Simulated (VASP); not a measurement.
# Mg6TiMo (Amm2) in VASP: reference runs

How does Mg6TiMo come out in PBE? The cell is run as given and disturbed.

All numbers are computed with VASP 6.6.1; they aren't measurements. Logs are shortened: lines on timing, memory, paths and dates and some standing lists are left out, and cuts for length are marked.

## Step 1: Starting point

Symmetry: Amm2, No. 38, orthorhombic system. The conventional cell has a = 4.775 Å, b = 6.019 Å, c = 11.082 Å, α = 90.00°, β = 90.00°, γ = 90.00°. Mo (site symmetry mm2) has 2 Ti at 2.63 Å and 4 Mg at 2.89 to 3.02 Å as nearest neighbours. Around Ti (site symmetry mm2) lie 2 Mo at 2.63 Å and 4 Mg at 2.88 to 3.03 Å. Mg (site symmetry mm2) is surrounded by 10 Mg at 2.95 to 3.19 Å and 2 Mo at 3.02 Å. Mg (site symmetry m) has 1 Mo at 2.89 Å and 8 Mg at 2.92 to 3.19 Å and 2 Ti at 3.12 Å as nearest neighbours. Mg (site symmetry mm2) has 10 Mg at 2.95 to 3.22 Å and 2 Ti at 3.03 Å as nearest neighbours. Around Mg (site symmetry m) lie 1 Ti at 2.88 Å and 8 Mg at 2.90 to 3.22 Å and 2 Mo at 3.11 Å.

The cell comes from a database or a generator and needn't be the stable form of this composition.

## Step 2: Single point, PBE

INCAR

```
SYSTEM = Mg6TiMo
PREC = Accurate
ENCUT = 520
EDIFF = 1E-7
ISMEAR = -1
SIGMA = 0.05
LREAL = .FALSE.
LASPH = .TRUE.
NELM = 80
ALGO = Normal
ISIF = 2
LWAVE = .FALSE.
LCHARG = .FALSE.
GGA = PE
NBANDS = 29
```

KPOINTS

```
Automatic mesh
0
G
  6 5 5
  0 0 0
```

POSCAR

```
Mg6TiMo
1.0
    4.7746420000      0.0000000000      0.0000000000
    0.0000000000      3.0096820000      5.5410820000
    0.0000000000     -3.0096820000      5.5410820000
Mo Ti Mg
1 1 6
Direct
    0.5000000000      0.6993270000      0.6993270000
    0.0000000000      0.7998960000      0.7998960000
    0.5000000000      0.1724110000      0.1724110000
    0.5000000000      0.6807770000      0.1673650000
    0.5000000000      0.1673650000      0.6807770000
    0.0000000000      0.3294780000      0.3294780000
    0.0000000000      0.8164960000      0.3342500000
    0.0000000000      0.3342500000      0.8164960000
```

Potentials or basis: VASP PAW PBE potentials, release 64 (Mo_sv, Ti_sv, Mg).

Launch:

```sh
$ cat potpaw_PBE.64/Mo_sv/POTCAR potpaw_PBE.64/Ti_sv/POTCAR potpaw_PBE.64/Mg/POTCAR > POTCAR
$ mpirun -np 1 vasp_std > vasp.out
```

OUTCAR:

```text
SYSTEM = Mg6TiMo
   PREC = Accurate
   ENCUT = 520
   EDIFF = 1E-7
   ISMEAR = -1
   LREAL = .FALSE.
   LASPH = .TRUE.
   NELM = 80
   ISIF = 2
   GGA = PE

 ion  position               nearest neighbor table
   1  0.500  0.699  0.699-   2 2.63   2 2.63   5 2.89   4 2.89   3 3.02   3 3.02   8 3.11   7 3.11
                             7 3.11   8 3.11   5 3.42   4 3.42
   2  0.000  0.800  0.800-   1 2.63   1 2.63   8 2.88   7 2.88   6 3.03   6 3.03   5 3.12   4 3.12
                             4 3.12   5 3.12
   3  0.500  0.172  0.172-   6 2.95   6 2.95   1 3.02   1 3.02   8 3.05   7 3.05   7 3.05   8 3.05
                             4 3.12   5 3.12   4 3.19   5 3.19
   4  0.500  0.681  0.167-   1 2.89   7 2.92   7 2.92   5 2.93   6 3.03   6 3.03   5 3.09   3 3.12
                             2 3.12   2 3.12   3 3.19   1 3.42
   5  0.500  0.167  0.681-   1 2.89   8 2.92   8 2.92   4 2.93   6 3.03   6 3.03   4 3.09   3 3.12
                             2 3.12   2 3.12   3 3.19   1 3.42
   6  0.000  0.329  0.329-   3 2.95   3 2.95   2 3.03   2 3.03   5 3.03   4 3.03   4 3.03   5 3.03
                             8 3.09   7 3.09   7 3.22   8 3.22
   7  0.000  0.816  0.334-   2 2.88   8 2.90   4 2.92   4 2.92   3 3.05   3 3.05   6 3.09   1 3.11
                             1 3.11   8 3.12   6 3.22
   8  0.000  0.334  0.816-   2 2.88   7 2.90   5 2.92   5 2.92   3 3.05   3 3.05   6 3.09   1 3.11
                             1 3.11   7 3.12   6 3.22

  LATTYP: Found a base centered orthorhombic cell.
 ALAT       =     6.0193640000
 B/A-ratio  =     1.8410855366
 C/A-ratio  =     0.7932137016

  Lattice vectors:

 A1 = (   0.0000000000,   3.0096820000,  -5.5410820000)
 A2 = (   0.0000000000,   3.0096820000,   5.5410820000)
 A3 = (   4.7746420000,   0.0000000000,   0.0000000000)

Analysis of symmetry for initial positions (statically):
=====================================================================
 Subroutine PRICEL returns:
 Original cell was already a primitive cell.

 Routine SETGRP: Setting up the symmetry group for a
 base centered orthorhombic supercell.

 Subroutine GETGRP returns: Found  4 space group operations
 (whereof  4 operations were pure point group operations)
 out of a pool of  8 trial point group operations.

The static configuration has the point symmetry C_2v.

Analysis of symmetry for dynamics (positions and initial velocities):
=====================================================================
 Subroutine PRICEL returns:
 Original cell was already a primitive cell.

 Routine SETGRP: Setting up the symmetry group for a
 base centered orthorhombic supercell.

 Subroutine GETGRP returns: Found  4 space group operations
 (whereof  4 operations were pure point group operations)
 out of a pool of  8 trial point group operations.

The dynamic configuration has the point symmetry C_2v.

 Subroutine INISYM returns: Found  4 space group operations
 (whereof  4 operations are pure point group operations),
 and found     1 'primitive' translations

----------------------------------------------------------------------------------------

                                     Primitive cell

  volume of cell :     159.2524

  direct lattice vectors                    reciprocal lattice vectors
     4.774642000  0.000000000  0.000000000     0.209439786  0.000000000  0.000000000
     0.000000000  3.009682000  5.541082000     0.000000000  0.166130508  0.090235084
     0.000000000 -3.009682000  5.541082000     0.000000000 -0.166130508  0.090235084

  length of vectors
     4.774642000  6.305693893  6.305693893     0.209439786  0.189054797  0.189054797

  position of ions in fractional coordinates (direct lattice)
     0.500000000  0.699327000  0.699327000
     0.000000000  0.799896000  0.799896000
     0.500000000  0.172411000  0.172411000
     0.500000000  0.680777000  0.167365000
     0.500000000  0.167365000  0.680777000
     0.000000000  0.329478000  0.329478000
     0.000000000  0.816496000  0.334250000
     0.000000000  0.334250000  0.816496000

  ion indices of the primitive-cell ions
   primitive index   ion index
                 1           1
                 2           2
                 3           3
                 4           4
                 5           5
                 6           6
                 7           7
                 8           8

----------------------------------------------------------------------------------------

 KPOINTS: Automatic mesh

Automatic generation of k-mesh.
 Grid dimensions read from file:
 generate k-points for:    6    5    5

 Generating k-lattice:

  Cartesian coordinates                     Fractional coordinates (reciprocal lattice)
     0.034906631  0.000000000  0.000000000     0.166666667  0.000000000  0.000000000
     0.000000000  0.033226102  0.018047017     0.000000000  0.200000000  0.000000000
     0.000000000 -0.033226102  0.018047017     0.000000000  0.000000000  0.200000000

  Length of vectors
     0.034906631  0.037810959  0.037810959

  Shift w.r.t. Gamma in fractional coordinates (k-lattice)
     0.000000000  0.000000000  0.000000000

 Subroutine IBZKPT returns following result:
 ===========================================

 Found     36 irreducible k-points:

 Following reciprocal coordinates:
            Coordinates               Weight
  0.000000  0.000000  0.000000      1.000000
  0.166667  0.000000  0.000000      2.000000
  0.333333  0.000000  0.000000      2.000000
  0.500000  0.000000  0.000000      1.000000
  0.000000  0.200000 -0.000000      4.000000
  0.166667  0.200000 -0.000000      8.000000
[... 16 lines left out ...]
  0.333333 -0.400000  0.200000      8.000000
  0.500000 -0.400000  0.200000      4.000000
 [... further k-points ...]
   k-points           NKPTS =     36   k-points in BZ     NKDIM =     36   number of bands    NBANDS=     29
   number of dos      NEDOS =    301   number of ions     NIONS =      8
   total plane-waves  NPLWV =  82944
   dimension x,y,z NGX =    36 NGY =   48 NGZ =   48
   dimension x,y,z NGXF=    72 NGYF=   96 NGZF=   96
   ions per type =               1   1   6
   NGX,Y,Z   is equivalent  to a cutoff of  12.53, 12.65, 12.65 a.u.
   NGXF,Y,Z  is equivalent  to a cutoff of  25.07, 25.31, 25.31 a.u.
 SYSTEM =  Mg6TiMo
   PREC   = accura    normal or accurate (medium, high low for compatibility)
   ISTART =      0    job   : 0-new  1-cont  2-samecut
   ICHARG =      2    charge: 1-file 2-atom 10-const
   ISPIN  =      1    spin polarized calculation?
   LNONCOLLINEAR =      F non collinear calculations
   LSORBIT =      F    spin-orbit coupling
   LASPH  =      T    aspherical Exc in radial PAW
   ENCUT  =  520.0 eV  38.22 Ry    6.18 a.u.   8.88 11.72 11.72*2*pi/ulx,y,z
   NELM   =     80;   NELMIN=  2; NELMDL= -5     # of ELM steps
   EDIFF  = 0.1E-06   stopping-criterion for ELM
   LREAL  =      F    real-space projection
   EDIFFG = 0.1E-05   stopping-criterion for IOM
   NSW    =      0    number of steps for IOM
   IBRION =     -1    ionic relax: 0-MD 1-quasi-New 2-CG
   NFREE  =      0    steps in history (QN), initial steepest desc. (CG)
   ISIF   =      2    stress and relaxation
   ISYM   =      2    0-nonsym 1-usesym 2-fastsym
   POTIM  = 0.5000    time-step for ionic-motion
   TEBEG  =    0.0;   TEEND  =   0.0 temperature during run
   PSTRESS=    0.0 pullay stress
   NELECT =      38.0000    total number of electrons
   NUPDOWN=      -1.0000    fix difference up-down
   EMIN   =  10.00;   EMAX   =-10.00  energy-range for DOS
   EFERMI =   0.00;   METHOD = LEGACY
   ISMEAR =    -1;   SIGMA  =   0.05  broadening in eV -4-tet -1-fermi 0-gaus
   EFERMI_NEDOS =   21; number of points for ismear=-14 and -15
   IALGO  =     38    algorithm
   IMIX   =      4    mixing-type and parameters
     AMIX     =   0.40;   BMIX     =  1.00
     AMIX_MAG =   1.60;   BMIX_MAG =  1.00
  volume/ion in A,a.u.               =      19.91       134.34
  Fermi-wavevector in a.u.,A,eV,Ry     =   1.015408  1.918843 14.028341  1.031054
  Thomas-Fermi vector in A             =   2.148692
   LORBIT       =      0    0 simple, 1 ext, 2 COOP (PROOUT), +10 PAW based schemes
   GGA     = PE    functional components
   LHFCALC =     F    Hartree Fock is set to
   AEXX    =    0.0000 exact exchange contribution
   IVDW    =     0    specifies the selected vdW correction
   LEPSILON=     F    determine dielectric tensor
   LRPA    =     F    only Hartree local field effects (RPA)
 non-spin polarized calculation
  energy-cutoff  :      520.00
  volume of cell :      159.25
 maximum number of plane-waves:      4319
 NGX is ok and might be reduce to    36
   NGX = 17   NGY = 23   NGZ = 23

 number of electron      37.9999998 magnetization

 Free energy of the ion-electron system (eV)
  ---------------------------------------------------
  ext. energy  EPLUGINS =         0.00000000
  ---------------------------------------------------
  free energy    TOTEN  =       -26.37967655 eV

  energy without entropy =      -26.33969475  energy(sigma->0) =      -26.35968565

 E-fermi :   4.2972     XC(G=0):  -9.5446

 val. band max:        4.2845406489   @ k =   0.0000   0.4000  -0.0000
 cond. band min:       4.3139278096   @ k =   0.1667  -0.4000   0.2000
 fundamental gap:      0.0293871607
 Fermi energy:         4.2972419090

 k-point     1 :       0.0000    0.0000    0.0000
  band No.  band energies     occupation
      1     -56.0798      2.00000
      2     -52.5976      2.00000
      3     -30.2652      2.00000
      4     -30.1976      2.00000
      5     -30.1723      2.00000
      6     -28.8993      2.00000
[... 21 lines left out ...]
     28       7.7153      0.00000
     29       8.0765      0.00000

 k-point     2 :       0.1667    0.0000    0.0000
  band No.  band energies     occupation
      1     -56.0795      2.00000
      2     -52.5981      2.00000
      3     -30.2543      2.00000
      4     -30.1969      2.00000
      5     -30.1732      2.00000
      6     -28.8934      2.00000
[... 696 lines left out ...]
 k-point    24 :       0.5000   -0.4000    0.2000
  band No.  band energies     occupation
      1     -56.0787      2.00000
      2     -52.5995      2.00000
      3     -30.2023      2.00000
      4     -30.1951      2.00000
      5     -30.1951      2.00000
      6     -28.8900      2.00000
[... 21 lines left out ...]
     28       7.4608      0.00000
     29       8.3617      0.00000

 [... further k-points ...]
[... 5 lines left out ...]
  --------------------------------------------------------------------------------------
  -------------------------------------------------------------------------------------
  Total        0.4566561      0.1393919      0.2579865      0.0000000      0.0000000      0.0000000
  in kB        4.5942415      1.4023679      2.5955029      0.0000000      0.0000000      0.0000000
  external PRESSURE =       2.8640375 kB  Pullay stress =       0.0000000 kB

 VOLUME and BASIS-vectors are now :
 -----------------------------------------------------------------------------
  energy-cutoff  :      520.00
  volume of cell :      159.25
      direct lattice vectors                 reciprocal lattice vectors
     4.774642000  0.000000000  0.000000000     0.209439786  0.000000000  0.000000000
     0.000000000  3.009682000  5.541082000     0.000000000  0.166130508  0.090235084
     0.000000000 -3.009682000  5.541082000     0.000000000 -0.166130508  0.090235084

 POSITION                                       TOTAL-FORCE (eV/Angst)
 -----------------------------------------------------------------------------------
      2.38732      0.00000      7.75006         0.000000      0.000000      0.006456
      0.00000      0.00000      8.86458         0.000000      0.000000     -0.043802
      2.38732      0.00000      1.91069         0.000000      0.000000      0.050448
      2.38732      1.54521      4.69962         0.000000     -0.007222      0.036350
      2.38732     -1.54521      4.69962         0.000000      0.007222      0.036350
      0.00000      0.00000      3.65133         0.000000      0.000000     -0.047565
      0.00000      1.45141      6.37638         0.000000      0.009784     -0.019118
      0.00000     -1.45141      6.37638         0.000000     -0.009784     -0.019118
 -----------------------------------------------------------------------------------
    total drift:                                0.000000     -0.000000     -0.000059

  FREE ENERGIE OF THE ION-ELECTRON SYSTEM (eV)
  ---------------------------------------------------
  free  energy   TOTEN  =       -26.3796765450 eV

  energy  without entropy=      -26.3396947453  energy(sigma->0) =      -26.35968565
```

It took 1.9 min on 1 thread of Intel Xeon 6975P-C (Granite Rapids), shared host; peak memory 0.38 GiB.

What came out:

```
Free energy            : -26.3797 eV
Pressure               : 0.3 GPa
Largest force          : 0.050 eV/Å
Band gap on the k mesh : none (metal or under the smearing width)
```

Forces on the atoms (eV/Å):
```
Mo   0.000  0.000  0.006
Ti   0.000  0.000 -0.044
Mg   0.000  0.000  0.050
Mg   0.000 -0.007  0.036
Mg   0.000  0.007  0.036
Mg   0.000  0.000 -0.048
Mg   0.000  0.010 -0.019
Mg   0.000 -0.010 -0.019
```

Levels at points of the mesh, in eV from the Fermi level:
| k point | band 15 | band 16 | band 17 | band 18 | band 19 | band 20 | band 21 | band 22 | band 23 | band 24 |
| --- | --- | --- | --- | --- | --- | --- | --- | --- | --- | --- |
| (0.00, 0.00, 0.00) | -1.60 | -1.30 | -0.83 | -0.69 | -0.44 | 0.27 | 0.49 | 0.57 | 0.98 | 1.66 |
| (0.50, 0.00, 0.00) | -1.22 | -1.13 | -1.01 | -0.74 | -0.73 | -0.55 | 0.07 | 0.09 | 1.16 | 1.38 |

(Continued in part 2 of 2.)
